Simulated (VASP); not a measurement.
## MgS (Niningerite): Raman and infrared lines

Wanted: which zone-centre modes of MgS (Niningerite) show in Raman and infrared light. The cell is of the rock-salt type, one of the forms listed for this formula. The start is a cell from a database of measured crystal structures.

Program: VASP 6.6.1. Level of theory: LDA; plane waves and PAW (S, Mg). Results are calculated unless marked as measured.

This is a report of a sequence of runs, with most program output left out.

## 1. The starting structure

Symmetry: Fm-3m, No. 225, cubic system. The conventional cell has a = 5.203 Å, b = 5.203 Å, c = 5.203 Å, α = 90.00°, β = 90.00°, γ = 90.00°. S has 6 Mg at 2.60 Å nearest. Mg has 6 S at 2.60 Å nearest. Farther neighbours and most contacts between anions are not listed.

Coordinates:

```cif
data_structure
_symmetry_space_group_name_H-M 'P 1'
_symmetry_Int_Tables_number 1
_cell_length_a 3.6793
_cell_length_b 3.6793
_cell_length_c 3.6793
_cell_angle_alpha 60.000
_cell_angle_beta 60.000
_cell_angle_gamma 60.000
_cell_volume 35.22
loop_
_atom_site_label
_atom_site_type_symbol
_atom_site_fract_x
_atom_site_fract_y
_atom_site_fract_z
_atom_site_occupancy
S1 S 0.50000 0.50000 0.50000 1
Mg2 Mg 0.00000 0.00000 0.00000 1
```

## 2. Relaxation

Cell and atoms are relaxed first, so that what follows belongs to a calculated equilibrium. The thresholds are tight because second derivatives come next.

The input, INCAR:

```
SYSTEM = MgS
PREC = Accurate
ENCUT = 400
EDIFF = 1E-08
NELM = 100
ISMEAR = 0
SIGMA = 0.01
LREAL = .FALSE.
ALGO = Normal
GGA = CA
NBANDS = 10
LWAVE = .FALSE.
LCHARG = .FALSE.
KPAR = 2
IBRION = 2
NSW = 60
ISIF = 3
EDIFFG = -0.001
```

The input, POSCAR:

```
MgS
1.0
    0.0000000000      2.6016500000      2.6016500000
    2.6016500000      0.0000000000      2.6016500000
    2.6016500000      2.6016500000      0.0000000000
S Mg
1 1
Direct
    0.5000000000      0.5000000000      0.5000000000
    0.0000000000      0.0000000000      0.0000000000
```

The input, KPOINTS:

```
Automatic mesh
0
Gamma
9 9 9
0 0 0
```

The projector-augmented-wave data sets are S and Mg (PBE family, release 64).

Run with:

```
$ mpirun -np 2 vasp_std
```

Elapsed: 3.6 s, on 2 MPI ranks of Intel Xeon 6975P-C (Granite Rapids), shared host; peak memory 0.24 GiB.

The PAW data sets were made with PBE, though LDA sets exist; this is a small mismatch. The run keeps the 48 symmetry operations of its start, so it cannot find a distortion of lower symmetry.

The steps of the relaxation:

| step | energy less that of the first step (eV) | largest force (eV/Å) | pressure (GPa) | volume (Å³) |
| --- | --- | --- | --- | --- |
| 1 | 0.0000 | 0.0000 | -3.17 | 35.22 |
| 2 | -0.0138 | 0.0000 | 0.82 | 33.47 |
| 3 | -0.0146 | 0.0000 | 0.00 | 33.79 |

| conventional cell, symmetrised | before | after | change |
| --- | --- | --- | --- |
| a (Å) | 5.203 | 5.132 | -1.4 % |
| b (Å) | 5.203 | 5.132 | -1.4 % |
| c (Å) | 5.203 | 5.132 | -1.4 % |
| volume (Å³/atom) | 17.61 | 16.90 | -4.0 % |

Final coordinates:

```cif
data_structure
_symmetry_space_group_name_H-M 'P 1'
_symmetry_Int_Tables_number 1
_cell_length_a 3.6290
_cell_length_b 3.6290
_cell_length_c 3.6290
_cell_angle_alpha 60.000
_cell_angle_beta 60.000
_cell_angle_gamma 60.000
_cell_volume 33.79
loop_
_atom_site_label
_atom_site_type_symbol
_atom_site_fract_x
_atom_site_fract_y
_atom_site_fract_z
_atom_site_occupancy
S1 S 0.50000 0.50000 0.50000 1
Mg2 Mg 0.00000 0.00000 0.00000 1
```

This step gave:

| Quantity | Value |
| --- | --- |
| free energy (TOTEN) | -9.539 eV |
| Fermi energy | 3.968 eV |
| pressure | 0.003863 GPa |

The forces stay under 1e-4 eV/Å, and the volume now lies -4.0 % from that of the session's start.

## 3. Relaxation

The volume changed, so the plane-wave basis no longer fits the cell; a second relaxation starts from a basis rebuilt for the new cell, with the mesh that the input shows.

INCAR is that of step 2.

The input, POSCAR:

```
MgS
1.0
    0.0000000000      2.5660994184      2.5660994184
    2.5660994184      0.0000000000      2.5660994184
    2.5660994184      2.5660994184      0.0000000000
S Mg
1 1
Direct
    0.5000000000      0.5000000000      0.5000000000
    0.0000000000      0.0000000000      0.0000000000
```

KPOINTS is that of step 2.

Run with:

```
$ mpirun -np 2 vasp_std
```

Elapsed: 2.2 s, on 2 MPI ranks; peak memory 0.24 GiB.

Little changed from the start: no atom moved by 0.005 Å and no cell edge by 0.1 %.

Numbers from this step:

| Quantity | Value |
| --- | --- |
| Fermi energy | 3.959 eV |
| pressure | -0.003004 GPa |

The forces stay under 1e-4 eV/Å, and the volume now lies -4.0 % from that of the session's start.

## 4. Modes at the zone centre

IBRION = 8 with LEPSILON gives the zone-centre modes, the Born charges and the dielectric tensor by perturbation theory.

INCAR: that of step 3 with these lines changed.

```diff
@@ -14,5 +14,4 @@
 KPAR = 2
-IBRION = 2
-NSW = 60
-ISIF = 3
-EDIFFG = -0.001
+LEPSILON = .TRUE.
+IBRION = 8
+NSW = 1
```

The input, POSCAR:

```
MgS
1.0
    0.0000000000      2.5662468073      2.5662468073
    2.5662468073      0.0000000000      2.5662468073
    2.5662468073      2.5662468073      0.0000000000
S Mg
1 1
Direct
    0.5000000000      0.5000000000      0.5000000000
    0.0000000000      0.0000000000      0.0000000000
```

The input, KPOINTS:

```
Automatic mesh
0
Gamma
8 8 8
0 0 0
```

Run with:

```
$ mpirun -np 2 vasp_std
```

Elapsed: 16 s, on 2 MPI ranks; peak memory 0.31 GiB.

The gap is read on the k-mesh alone, so it is an upper bound where the band edges lie off the mesh. Energies printed during the response cycles are not total energies of the cell.

This step gave:

```
pressure of the cell           : -0.001132 GPa
largest force of the cell      : 0 eV/Å
Fermi energy                   : 4.027 eV
gap on the k-mesh              : 2.674 eV
least direct gap on the k-mesh : 3.838 eV
```

Electronic dielectric tensor with local fields:

```
5.55 0.00 0.00
0.00 5.55 0.00
0.00 0.00 5.55
```

Ionic part of the static dielectric tensor:

```
8.57 0.00 0.00
0.00 8.57 0.00
0.00 0.00 8.57
```

Born effective charge (e), principal values of the symmetric part by kind of site:

| atom | atoms with these values | low | middle | high | mean |
| --- | --- | --- | --- | --- | --- |
| S1 | 1 | -2.29 | -2.29 | -2.29 | -2.29 |
| Mg2 | 1 | 2.29 | 2.29 | 2.29 | 2.29 |

In full for S1:

```
-2.29  0.00  0.00
 0.00 -2.29  0.00
 0.00  0.00 -2.29
```

Lines of the infrared spectrum (strongest = 100):

| position (cm⁻¹) | lines merged | squared mode dipole, relative |
| --- | --- | --- |
| 254 | 3 | 100 |

Transverse limit, no LO-TO splitting. Modes at Γ, with each element's share of the kinetic energy:

| mode | frequency (cm⁻¹) | symmetry | IR | S % | Mg % |
| --- | --- | --- | --- | --- | --- |
| 1 | -0.1 | acoustic | 5.7e-8 | 57 | 43 |
| 2 | -0.1 | acoustic | 5.7e-8 | 57 | 43 |
| 3 | -0.1 | acoustic | 5.7e-8 | 57 | 43 |
| 4 | 253.9 | T1u | 0.38 | 43 | 57 |
| 5 | 253.9 | T1u | 0.38 | 43 | 57 |
| 6 | 253.9 | T1u | 0.38 | 43 | 57 |

Displacements in mode 4 (253.9 cm⁻¹), the largest set to 1:
```
S1   0.00  0.00 -0.76
Mg2  0.00  0.00  1.00
```

The mean electronic (clamped-ion) dielectric constant is 5.55. The three acoustic modes come out within 0.11 cm⁻¹ of zero.

## 5. Summary

This step: Raman activities from finite differences of the dielectric tensor, LDA; plane waves and PAW (VASP 6.6.1).

No new run; the numbers come from the runs before.

No line of the Raman spectrum has any intensity.

Off resonance, transverse modes; infrared-active modes of a centrosymmetric cell are Raman-silent by symmetry and weren't displaced. Raman, by row:

| frequency (cm⁻¹) | mean derivative a (Å²/amu^0.5) | anisotropy b² (Å^4/amu) | activity (Å^4/amu) | infrared strength (e²/amu) |
| --- | --- | --- | --- | --- |
| 253.9 | 0 | 0 | 0 | 0.3794 |
| 253.9 | 0 | 0 | 0 | 0.3794 |
| 253.9 | 0 | 0 | 0 | 0.3794 |

## 6. What came out

```json
{
  "Raman lines above 2 % of the strongest": "none"
}
```

No zone-centre mode is Raman active. Summed alike, the strongest infrared line lies at 253.9 cm⁻¹. No mode is both Raman and infrared active. Activities are off resonance and without the thermal factor, and their mesh wasn't tested for convergence. Not tabulated here, as repeats of values shown or as unfit to read for their mesh, reference level or band range: gaps (relaxation).

[Lines on the potential files, build, host, timing and source positions are cut from VASP's logs without a mark.]

[Logs are printed without paths, hosts, clocks, repeated set-up lines and the standing remarks that a program may print on its own settings, such as how far it seeks lower states.]

[Hosts, paths, dates, database ids (printed as entryN), source tags and the programs' standing remarks are cut or masked in the printed files.]
